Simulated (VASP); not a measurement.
A run of VASP 6.6.1:

Contents of INCAR:

```
SYSTEM = Be3Se2S
PREC = Accurate
ENCUT = 520
EDIFF = 1E-6
ISMEAR = 0
SIGMA = 0.03
LREAL = .FALSE.
LASPH = .TRUE.
NELM = 120
ALGO = Normal
ISIF = 3
LWAVE = .FALSE.
LCHARG = .FALSE.
GGA = PE
IBRION = 2
NSW = 90
EDIFFG = -0.01
KPAR = 4
```

KPOINTS

```
regular mesh
0
G
  8 8 2
  0 0 0
```

The input POSCAR:

```
Be3Se2S
1.0
    3.5840714300      0.0000000000      0.0000000000
   -1.7920357100      3.1038969000      0.0000000000
    0.0000000000      0.0000000000     17.6930000000
Be Se S
6 4 2
Direct
    0.6666666700      0.3333333300      0.6197366200
    0.3333333300      0.6666666700      0.7914994600
    0.6666666700      0.3333333300      0.9632057900
    0.3333333300      0.6666666700      0.4632057900
    0.6666666700      0.3333333300      0.2914994600
    0.3333333300      0.6666666700      0.1197366200
    0.3333333300      0.6666666700      0.6647826800
    0.6666666700      0.3333333300      0.8355846900
    0.3333333300      0.6666666700      0.3355846900
    0.6666666700      0.3333333300      0.1647826800
    0.3333333300      0.6666666700      0.0001695600
    0.6666666700      0.3333333300      0.5001695600
```

Potentials or basis: VASP PAW PBE potentials, release 64 (Be, Se, S).

Run with:

```sh
$ cat potpaw_PBE.64/Be/POTCAR potpaw_PBE.64/Se/POTCAR potpaw_PBE.64/S/POTCAR > POTCAR
$ mpirun -np 4 vasp_std > vasp.out
```

Hardware: 4 MPI ranks on Intel(R) Xeon(R) Platinum 8559C (Emerald Rapids), with other jobs on the host.

Question: How long does it take, and how much memory?

Answer: Wall time 78 s on 4 MPI ranks on Intel(R) Xeon(R) Platinum 8559C (Emerald Rapids), with other jobs on the host, peak memory 0.39 GiB a rank. Counts: scf iterations 30, k points 20, ion steps 4.
